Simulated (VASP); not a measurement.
The input files of a VASP run:

File KPOINTS:
```
Automatic mesh
0
Gamma
7 7 7
0 0 0
```

**POSCAR**
```
Bi
1
    4.2322923588    -2.2770292733     0.0208504791
    4.2322923588     2.2770292733     0.0208504791
    2.9887811464     0.0000000000     3.7636130038
Bi
2
Direct
  0.2329617619   0.2329617619   0.2329617619
  0.7670382381   0.7670382381   0.7670382381
```

**INCAR**
```
ALGO  =  Normal
EDIFF  =  1E-6
EDIFFG  =  -0.02
ENCUT  =  500
IBRION  =  2
ISIF  =  3
ISMEAR  =  0
LASPH  =  .TRUE.
LCHARG  =  .FALSE.
LMAXMIX  =  4
LMIXTAU  =  .TRUE.
LREAL  =  .FALSE.
LWAVE  =  .FALSE.
METAGGA  =  R2SCAN
NELM  =  100
NSW  =  40
PREC  =  Accurate
SIGMA  =  0.05
SYSTEM  =  Bi
```

POTCAR, in this order: Bi_d (PBE.64 set). Program: vasp_std.

Write an equivalent input for Ansatz.

One equivalent input (not run):
Ansatz 0.2 input:
```yaml
crystal:
  lattice:
    - [4.2322924, -2.2770293, 0.0208505]
    - [4.2322924, 2.2770293, 0.0208505]
    - [2.9887811, 0.0000000, 3.7636130]
  atoms:
    - { symbol: Bi, position: [0.2329618, 0.2329618, 0.2329618] }
    - { symbol: Bi, position: [0.7670382, 0.7670382, 0.7670382] }
kpoints:
  mp_grid: { grid: [7, 7, 7] }
hamiltonian:
  xc: r2scan
  pseudopotentials: { kind: paw }
scf:
  occupations: { method: gaussian, width: 0.05 }
  max_iter: 100
relax:
  max_steps: 40
  f_tol: 0.02
  cell: {}
output: { forces: true, stress: true, eigenvalues: true }
```
The two are equivalent in intent, not identical: each code has its own PAW files, so the cut-off isn't converted (ENCUT is set for VASP's; basis.ecutwfc is left out, and Ansatz then takes the one that its files recommend); Ansatz stops its SCF on the density residual and VASP on the energy change (EDIFF).

The compound is Bi in the a7 structure. This run relaxes it. Symmetry was kept, so distortions that lower it aren't found.
